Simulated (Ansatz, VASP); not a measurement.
Be2ZnSe3 in VASP and in Ansatz

```
Be Zn Se
1.0
     3.78997    0.00000    0.00000
    -1.89498    3.28221    0.00000
     0.00000    0.00000    9.34066
Be Zn Se
2 1 3
Direct
  0.00000 0.00000 0.00844
  0.66667 0.33333 0.32424
  0.33333 0.66667 0.66311
  0.00000 0.00000 0.77004
  0.33333 0.66667 0.39983
  0.66667 0.33333 0.08433
```

Alike in both runs: functional PBE; k mesh 12 × 12 × 4; occupations gaussian, width 0.02 eV; no spin polarisation.

Ansatz relaxed the structure, and its values are those at the end. VASP's run is a single point on that final structure, the one shown.

|  | VASP | Ansatz |
| --- | --- | --- |
| version | VASP 6.6.1 | Ansatz 0.2.0 |
| potentials or method | VASP PAW PBE potentials, release 64 (Be, Zn, Se) | scalar-relativistic, plane waves, PAW |
| plane-wave cutoff (eV) | 520 | 420 |
| valence electrons in the cell | 34 | 64 |

|  | VASP | Ansatz | Ansatz less VASP |
| --- | --- | --- | --- |
| gap on the k mesh at the Fermi level (eV) | 2.36 | 2.37 | +0.010 |
| least direct gap on the mesh (eV) | 2.52 | 2.52 | -0.002 |
| pressure (GPa) | 0.2 | 0.0 | -0.19 |
| rms of the force components (eV/Å) | 0.006 | 0.002 | -0.0037 |

With one functional, cell and mesh, what is left measures potentials, basis and numerics. The two sets of potentials don't hold the same shells in valence.

A k mesh can miss the band edges. A hybrid or GW would open this gap; PBE tends to underestimate it.
